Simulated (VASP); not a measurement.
Computed with PBE GGA, VASP's PBE PAW potentials (set 64) (plane waves; VASP 6.6.1).

The input files of a VASP run:

INCAR:
```
# general
SYSTEM   =  Li2S
PREC     =  Accurate
ENCUT    =  620   # plane-wave cut-off (eV)
LREAL    =  .FALSE.   # projection in real space or not
LASPH    =  .TRUE.

# electronic loop
EDIFF    =  1E-6
NELM     =  100   # most electronic steps
ALGO     =  Normal

# smearing
ISMEAR   =  0   # Gaussian
SIGMA    =  0.05

# functional
GGA      =  PE   # PBE

# ions
IBRION   =  2   # conjugate gradients
NSW      =  40   # most ionic steps
ISIF     =  3
EDIFFG   =  -0.02   # ionic stop
PSTRESS  =  450

# output
LWAVE    =  .FALSE.
LCHARG   =  .FALSE.
```

**POSCAR**
```
Li2S
1
    0.0000000000     2.5259865767     2.5259865767
    2.5259865767     0.0000000000     2.5259865767
    2.5259865767     2.5259865767     0.0000000000
Li S
2 1
Direct
  0.2500000000   0.2500000000   0.2500000000
  0.7500000000   0.7500000000   0.7500000000
  0.0000000000   0.0000000000   0.0000000000
```

File KPOINTS:
```
Automatic mesh
0
Gamma
8 8 8
0 0 0
```

POTCAR, in this order: Li_sv S (PBE.64 set). Program: vasp_std.

Problem. What will the output report for the number of irreducible k-points (NKPTS), largest plane-wave count, number of space-group operations, FFT grid (NGX, NGY, NGZ)?

Solution. 
```
Property                                       Value
--------------------------------------  ------------
number of irreducible k-points (NKPTS)            29
largest plane-wave count                        1158
number of space-group operations                  48
FFT grid (NGX, NGY, NGZ)                30 × 30 × 30
```

The compound is Li2S in the antifluorite structure. This run relaxes it under an external pressure of 45 GPa. Symmetry was kept, so distortions that lower it aren't found.
